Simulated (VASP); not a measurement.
CaZr:

```
Ca Zr
1.0
     3.75028    0.00000    0.00000
     0.00000    3.75028    0.00000
     0.00000    0.00000    3.75028
Ca Zr
1 1
Direct
  0.50000 0.50000 0.50000
  0.00000 0.00000 0.00000
```

The cell was built by a generator and needn't be a form met in nature.

The cell isn't the ideal one: species swapped into the TmMg type (Pm-3m, No. 221).

| Item | Value |
| --- | --- |
| Program | VASP 6.6.1 |
| Task | relaxation of cell and atoms |
| Functional | PBE |
| Potentials or basis | VASP PAW PBE potentials, release 64 (Ca_sv, Zr_sv) |
| Cutoff | 600 eV |
| k mesh | 4 × 4 × 4 |
| Occupations | gaussian, width 0.1 eV |
| Spin | no spin polarisation |

At the start: pressure 5.1 GPa; volume 26.37 Å³/atom.

Task: How do energy, volume and symmetry change on relaxing?

Result: Over 3 steps the energy falls by 40.3 meV/atom and the volume is 29.09 Å³/atom (+10.3 %); space group Pm-3m (No. 221, to 0.05 Å).

The path:
```tsv
step	energy change (eV)	largest force (eV/Å)	pressure (GPa)	volume (Å³)
1	0.0000	0.0000	5.11	52.75
2	-0.0772	0.0000	-0.88	59.43
3	-0.0806	0.0000	0.02	58.17
```

Final structure:
```cif
data_structure
_symmetry_space_group_name_H-M 'P 1'
_symmetry_Int_Tables_number 1
_cell_length_a 3.8747
_cell_length_b 3.8747
_cell_length_c 3.8747
_cell_angle_alpha 90.000
_cell_angle_beta 90.000
_cell_angle_gamma 90.000
_cell_volume 58.17
loop_
_atom_site_label
_atom_site_type_symbol
_atom_site_fract_x
_atom_site_fract_y
_atom_site_fract_z
_atom_site_occupancy
Ca1 Ca 0.50000 0.50000 0.50000 1
Zr1 Zr 0.00000 0.00000 0.00000 1
```

Caveat: the k mesh is coarse (spacing up to 0.42 Å⁻¹), so the values aren't converged.
